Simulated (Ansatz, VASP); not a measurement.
# Mo (Mo slab, plane (1, 1, 2)): VASP beside Ansatz, part 2 of 2

One calculation is typed for both programs; each brings its own data sets and cutoff. How far apart do they land? The structure shown is the end of the VASP relaxation below.

VASP 6.6.1 and Ansatz 0.2.0.

So far: Set-up; VASP: relaxation, PBE.

In doubt: too few empty bands were carried, so the values of those runs are not to be relied on.

## (3) Ansatz: single point, PBE

Level of this step: Ansatz beside VASP: Kohn-Sham DFT, plane waves, PBE (Ansatz).

Ansatz runs on its default PAW (the set named soft_2) files.

The same cell, functional, mesh and smearing now go to Ansatz, which takes its cutoff from its data sets.

input.yaml

```yaml
crystal:
  lattice:
    - [2.72538195, 0.0, 0.0]
    - [0.0, 4.45053008, 0.0]
    - [0.0, 0.0, 28.98660318]
  atoms:
    - { symbol: Mo, position: [0.33333333, 0.0, 0.17249348] }
    - { symbol: Mo, position: [0.66666667, 0.5, 0.21681593] }
    - { symbol: Mo, position: [0.0, 0.0, 0.26113839] }
    - { symbol: Mo, position: [0.33161719, 0.5, 0.30477174] }
    - { symbol: Mo, position: [0.66495246, 0.0, 0.35020113] }
    - { symbol: Mo, position: [0.99606697, 0.5, 0.3941823] }
    - { symbol: Mo, position: [0.33232227, 0.0, 0.43858379] }
    - { symbol: Mo, position: [0.66717003, 0.5, 0.48327172] }
    - { symbol: Mo, position: [0.99804693, 0.0, 0.52739825] }
    - { symbol: Mo, position: [0.33679292, 0.5, 0.57198686] }
    - { symbol: Mo, position: [0.66231652, 0.0, 0.61553113] }
    - { symbol: Mo, position: [0.99172152, 0.5, 0.66134455] }
    - { symbol: Mo, position: [0.31479368, 0.0, 0.70564703] }
    - { symbol: Mo, position: [0.67936101, 0.5, 0.75021742] }
    - { symbol: Mo, position: [0.01235638, 0.0, 0.78707255] }
hamiltonian:
  xc: pbe
  pseudopotentials: { kind: paw }
kpoints:
  mp_grid: { grid: [9, 5, 1] }
scf:
  occupations: { method: fermi_dirac, width: 0.1 }
  n_extra_bands: 7
output:
  forces: true
  eigenvalues: true
```

Launch:

```
$ ansatz run input.yaml --threads 4 --pin off --max-ram 9216MiB --backend cpu --events-out ev --progress --plain --runs-dir out
```

Numbers of over 12 decimals in the logs are rounded to 6 here.

Output:

```text
scf.n_extra_bands = 7 over 105 filled bands (N_el = 210.0): the run solves 112 bands
Engine: ansatz 0.2.0, x86_64-unknown-linux-gnu
Pseudopotentials: kind: paw
Pseudopotential: Mo, paw, valence charge 14, recommended cutoff 420 eV (normal), Mo.paw.azcp
Functional definition: PBE
  parameter kappa = 0.804
  parameter beta = 0.066725
  exchange = pbe_x(kappa = kappa, mu = beta*pi^2/3)
  correlation = pbe_c(beta = beta)
Crystal: 15 atoms, lattice volume = 351.590 Å³
Basis set: ecut = 420 eV, 6951 PW (Γ), exchange–correlation on 40×60×400 points (8 copies of the dense FFT grid, shifted against one another)
Bands: 112, of which v1, the nominal top of the filled ones, is band 105 counted from 1 (104 counted from 0)
Symmetry: 2 space group operations
Space group: Pm (ITA 6), of the structure as read, at distance tolerance 7.1e-5 Å
k-points: 15 of 45 (time reversal used)
Non-local potential: Mo, projectors of the file, l = 0: 3, l = 1: 2, l = 2: 2, l = 3: 1
PAW form: soft (Blöchl's): semilocal exchange-correlation on the pseudo side does not see the compensation charge
PAW one-centre angular grid: Mo, 590 points (default); XC on 64 Gauss nodes
Initial density: superposition of atomic densities (neutral atoms: chi_scale 0, normalization atom), corrected by the library's trained network
Initial wavefunctions: pseudopotential atomic-orbital guess
Functional: x = pbe(κ = 0.804, μ = 0.219515), c = pbe(β = 0.066725)
SCF iter   1: F=—  HF=-74335.885592 eV  |F-HF|=—  |Δ(HF+E_count)|=         —  Δρ=4.27e-3  dr2=3.60e-1  ethr=1.77e-3  ⟨swp⟩=8.7  Hψ=8329  notcnv=0
preconditioner: auto → LDOS  [metal: Δε(μ)=0.045 eV  Ē_g=3.418 eV  σ=0.100 eV  W_gap=0.11  n_scr=78 (ndim 8)  ℏωp=18.8 eV  f_vac=0.288  D(μ)=10.69/eV (n_scr^D=60)  β→1.0]
SCF iter   2: F=—  HF=-74335.884386 eV  |F-HF|=—  |Δ(HF+E_count)|=   1.21e-3  Δρ=1.99e-3  dr2=3.03e-2  ethr=1.71e-4  ⟨swp⟩=1.7  Hψ=2147  notcnv=0
SCF iter   3: F=—  HF=-74335.881602 eV  |F-HF|=—  |Δ(HF+E_count)|=   2.78e-3  Δρ=7.27e-4  dr2=6.45e-3  ethr=1.44e-5  ⟨swp⟩=2.7  Hψ=2660  notcnv=0
SCF iter   4: F=—  HF=-74335.881174 eV  |F-HF|=—  |Δ(HF+E_count)|=   4.29e-4  Δρ=1.61e-4  dr2=1.45e-4  ethr=3.07e-6  ⟨swp⟩=2.4  Hψ=2407  notcnv=0
SCF iter   5: F=—  HF=-74335.881151 eV  |F-HF|=—  |Δ(HF+E_count)|=   2.25e-5  Δρ=4.45e-5  dr2=2.12e-5  ethr=6.91e-8  ⟨swp⟩=3.8  Hψ=3373  notcnv=0
SCF iter   6: F=—  HF=-74335.880847 eV  |F-HF|=—  |Δ(HF+E_count)|=   3.04e-4  Δρ=2.80e-5  dr2=7.32e-6  ethr=1.01e-8  ⟨swp⟩=2.7  Hψ=2508  notcnv=0
SCF iter   7: F=—  HF=-74335.880847 eV  |F-HF|=—  |Δ(HF+E_count)|=   4.21e-7  Δρ=6.99e-6  dr2=4.88e-7  ethr=3.49e-9  ⟨swp⟩=3.0  Hψ=2867  notcnv=0
SCF iter   8: F=-74335.880847 eV  HF=-74335.880847 eV  |F-HF|=4.55e-8  |Δ(HF+E_count)|=   2.50e-8  Δρ=2.58e-6  dr2=8.20e-8  ethr=4.76e-11  ⟨swp⟩=9.2  Hψ=7500  notcnv=0
WARN: the bands leave out some 9.480e-3 electrons a cell, over the threshold 1e-3 (by scf.eigensolver.empty_state_threshold): the first level above them, at 13.1591 eV, would hold 3.766e-2 of 2 at k-index 8, k = (0.2222, 0.4000, 0.0000) — raise scf.n_extra_bands (try 126 bands in all)
SCF 1 converged in 8 iterations: F = -74335.880847 eV  dr2 = 8.20e-8
  greatest PAW one-centre occupation: 0.999 electrons in one spin orbital (limit 2), on the Mo atom at site 14 (counted from 0), in its partial waves of l = 0
SCF converged after 8 iterations
Free energy (F): -74335.880847 eV
Harris-Foulkes:  -74335.880847 eV  (|F-HF|=4.55e-8)
Internal energy: -74335.517505 eV  (E = F + TS)
E sigma→0 (E₀):  -74335.699176 eV
Entropy (-TS):   -0.363342 eV (-24.223 meV/atom)
Fermi energy:    12.763774 eV
--- Per-component energies (eV) ---
  E_band       = -2559.099443
  E_kinetic    = 6608.940372
  E_local      = -191487.845373  (includes V_loc(G=0)·N_el)
  E_nonlocal   = 2144.980403
  E_hartree    = 92882.225532
  E_xc         = -2747.999934
  E_vxc        = -3429.176472  (∫ρ·V_xc dr)
  E_paw        = -48019.725040  (= ΣΔE_a)
  E_vpaw       = -2160.413034  (= ΣTr[D̂ρ^β])
  E_aug_tail   = 0.000629  (compensation charges beyond the density's cutoff)
  E_ewald      = 66283.905905
  E_smearing   = -0.363342  (= −TS)
  E_closure    = -0.000000  (closes the sum)
  Σ components = -74335.880847   (vs F -74335.880847, Δ=0.00e0)
--- Forces (eV/Å), atoms counted from 1 ---
  atom   1  Mo    -0.05025081     0.00000000     1.52621617
  atom   2  Mo    -0.21674113     0.00000000    -0.99782442
  atom   3  Mo     0.31088358     0.00000000    -0.71634906
  atom   4  Mo    -0.00464371     0.00000000     0.02619076
  atom   5  Mo    -0.00039439     0.00000000    -0.00154688
  atom   6  Mo    -0.00097310     0.00000000    -0.01365994
  atom   7  Mo    -0.00101686     0.00000000     0.01117037
  atom   8  Mo    -0.02835391     0.00000000    -0.02031117
  atom   9  Mo    -0.00693232     0.00000000    -0.01119364
  atom  10  Mo    -0.02104029     0.00000000     0.00846965
  atom  11  Mo     0.00753920     0.00000000     0.04170399
  atom  12  Mo     0.00471682     0.00000000    -0.02765813
  atom  13  Mo     0.08519920     0.00000000    -0.16505940
  atom  14  Mo    -0.07489000     0.00000000     0.00842935
  atom  15  Mo    -0.00311072     0.00000000     0.33141108
  max |Σ_I F_I| component: 1.13e-5 eV/Å
--- Band table (eV; the first three rows and the last of 15) ---
  k-point 0: bands = [... 101 lower, 11.5463, 11.7493, 11.8159, 12.1827, 12.4467, 12.6806, 13.1791, 13.3271, ... 3 higher]
  k-point 1: bands = [... 101 lower, 11.9520, 12.1018, 12.2170, 12.4914, 12.5688, 12.8036, 13.0435, 13.4325, ... 3 higher]
  k-point 2: bands = [... 101 lower, 12.6292, 13.0775, 13.1522, 13.2708, 13.5049, 13.6074, 13.6391, 13.6815, ... 3 higher]
  k-point 14: bands = [... 101 lower, 12.6989, 12.7394, 13.1229, 13.1705, 13.2224, 13.4990, 13.5584, 13.6525, ... 3 higher]
```

Run time: 20 s. Hardware: 4 threads of AMD EPYC 9R14 (Zen 4), shared host; peak memory 1.3 GiB; 63 s of CPU time.

## (4) Side by side

Known differences besides the potentials themselves: the data sets hold 210 valence electrons in Ansatz (default PAW (the set named soft_2) files) and 90 in VASP; the cutoff is 420 eV in Ansatz and 300 eV in VASP (PREC = Normal, projectors in real space); VASP leaves aspherical gradient terms in its spheres out (LASPH is not set), Ansatz keeps them; Ansatz's log warns that its bands leave out some electrons. Total energies have different zeros and are not compared.

Forces on 7 of the 15 atoms, those with the largest forces and the largest differences (eV/Å; atoms numbered as in POSCAR):

```
atom         Ansatz x, y, z           VASP x, y, z
 Mo1   -0.050, 0.000, 1.526   -0.025, 0.000, 1.698
 Mo2  -0.217, 0.000, -0.998  -0.261, 0.000, -0.943
 Mo3   0.311, 0.000, -0.716   0.327, 0.000, -0.712
Mo11    0.008, 0.000, 0.042   0.005, 0.000, -0.017
Mo13   0.085, 0.000, -0.165   0.002, 0.000, -0.012
Mo14   -0.075, 0.000, 0.008   0.007, 0.000, -0.009
Mo15   -0.003, 0.000, 0.331  -0.006, 0.000, -0.002
```

The forces differ by 65 meV/Å r.m.s., which is 20.6 % of the r.m.s. force of 0.31 eV/Å (both taken over all components, held atoms included).

## (5) Other set-ups

Further runs change the set-up of one program: Ansatz's method, potentials or start, or VASP's data sets, cutoff or form of LDA. The table gives Ansatz less VASP for each quantity, since a change that brings one quantity closer may part another.

```
                                        run  r.m.s. force difference (meV/Å)
                                   as above                               65
    Ansatz's larger PAW set (cutoff 640 eV)                               65
norm-conserving potentials (cutoff 1088 eV)                               66
```

## (6) Summary of results

| Property | Result |
| --- | --- |
| r.m.s. force difference (single point, PBE) | 21 % of the r.m.s. force |

**Reading.** The r.m.s. force difference is 21 % of the r.m.s. force (single point, PBE), beyond the 3 % picked in this series as the mark of a large difference. For single point, PBE, no further run moves any of the tabulated differences by more than a quarter of its size. How closely two codes agree says nothing of how well the functional describes the real material.

[Lines on the potential files, build, host, timing and source positions are cut from VASP's logs without a mark.]

[Logs are printed without paths, hosts, clocks, repeated set-up lines and the standing remarks that a program may print on its own settings, such as how far it seeks lower states.]

[Hosts, paths, dates, database ids (printed as entryN), source tags and the programs' standing remarks are cut or masked in the printed files.]

[The remark on too few empty bands rests on warnings of the Ansatz runs; the VASP runs of these pairs gave none.]
